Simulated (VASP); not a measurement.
Method: PBEsol GGA, VASP's PBE PAW potentials (set 64) (plane waves; VASP).

Input for VASP

File KPOINTS:
```
K-points
0
Gamma
 2 2 2
0.5 0.5 0.5
```

INCAR:
```
ISMEAR  =  1   ! Methfessel-Paxton
NELM  =  100
LASPH  =  .TRUE.
ISIF  =  2   ! forces and stress, cell fixed
ALGO  =  Normal   ! blocked Davidson
EDIFF  =  1E-6   ! SCF stop (eV)
SIGMA  =  0.1   ! width (eV)
GGA  =  PS
SYSTEM  =  SnTe
PREC  =  Accurate
ENCUT  =  300
LREAL  =  .FALSE.   ! projection in real space or not
LWAVE  =  .FALSE.
LCHARG  =  .FALSE.
LMAXMIX  =  4   ! l cut-off of mixed one-centre charges
```

**POSCAR**
```
SnTe
1
    0.0000000000     3.1858150000     3.1858150000
    3.1858150000     0.0000000000     3.1858150000
    3.1858150000     3.1858150000     0.0000000000
Sn Te
1 1
Direct
  0.0109510000   0.0045450000  -0.0033620000
  0.4890490000   0.4954550000   0.5033620000
```

POTCAR, in this order: Sn_d Te (PBE.64 set). Program: vasp_std.

The run wrote:

**OSZICAR**
```
       N       E                     dE             d eps       ncg     rms          rms(c)
DAV:   1     0.961304810896E+02    0.96130E+02   -0.73734E+03   456   0.112E+03
DAV:   2    -0.169206160413E+01   -0.97823E+02   -0.95245E+02   496   0.280E+02
DAV:   3    -0.879974312526E+01   -0.71077E+01   -0.70922E+01   538   0.801E+01
DAV:   4    -0.896659507332E+01   -0.16685E+00   -0.16679E+00   496   0.137E+01
DAV:   5    -0.897317129523E+01   -0.65762E-02   -0.65762E-02   580   0.232E+00    0.595E+00
DAV:   6    -0.894052995005E+01    0.32641E-01   -0.83256E-02   640   0.262E+00    0.368E+00
DAV:   7    -0.893988499288E+01    0.64496E-03   -0.31751E-02   532   0.139E+00    0.509E-01
DAV:   8    -0.893914831508E+01    0.73668E-03   -0.59469E-03   544   0.738E-01    0.116E-01
DAV:   9    -0.893920269878E+01   -0.54384E-04   -0.31190E-04   472   0.143E-01    0.411E-02
DAV:  10    -0.893920495823E+01   -0.22594E-05   -0.16836E-05   568   0.357E-02    0.231E-02
DAV:  11    -0.893920541876E+01   -0.46053E-06   -0.73938E-06   448   0.247E-02
   1 F= -.89392054E+01 E0= -.89396889E+01  d E =0.145050E-02
```

### OUTCAR
```
------------------------ aborting loop because EDIFF is reached ----------------------------------------
  FORCE on cell =-STRESS in cart. coord.  units (eV):
  Direction    XX          YY          ZZ          XY          YZ          ZX
  --------------------------------------------------------------------------------------
  Total       -1.4165152     -1.3778195     -1.2537844      0.0008661      0.0080910      0.0013103
  in kB      -35.0945886    -34.1358908    -31.0628843      0.0214574      0.2004570      0.0324634
  external PRESSURE =     -33.4311212 kB  Pullay stress =       0.0000000 kB
  volume of cell :       64.67
      direct lattice vectors                 reciprocal lattice vectors
     0.000000000  3.185815000  3.185815000    -0.156945711  0.156945711  0.156945711
     3.185815000  0.000000000  3.185815000     0.156945711 -0.156945711  0.156945711
     3.185815000  3.185815000  0.000000000     0.156945711  0.156945711 -0.156945711
 POSITION                                       TOTAL-FORCE (eV/Angst)
 -----------------------------------------------------------------------------------
      3.18958      3.20999      0.04937        -0.010386     -0.067633     -0.145262
      3.18205      3.16164      3.13645         0.010386      0.067633      0.145262
 -----------------------------------------------------------------------------------
    total drift:                               -0.000075     -0.000292      0.000217
  FREE ENERGIE OF THE ION-ELECTRON SYSTEM (eV)
  ---------------------------------------------------
  free  energy   TOTEN  =        -8.9392054188 eV

  energy  without entropy=       -8.9406559171  energy(sigma->0) =       -8.93968892
```
(Selected blocks of OUTCAR.)

At this cut-off the stress carries a Pulay error, which pulls relaxed volumes low.

The structure comes from a computed database's SnTe entry; how it stands against other phases isn't given here. The cell was not relaxed at this level, atoms are displaced from their ideal sites. The k-mesh is coarse (spacing up to 0.85 per Å, 2π included), so the numbers may not be converged in it. The run is one of a series of settings (KPOINTS 2×2×2 Γ-centred mesh shifted by (0.5, 0.5, 0.5) against the base run), some of them coarse on purpose.
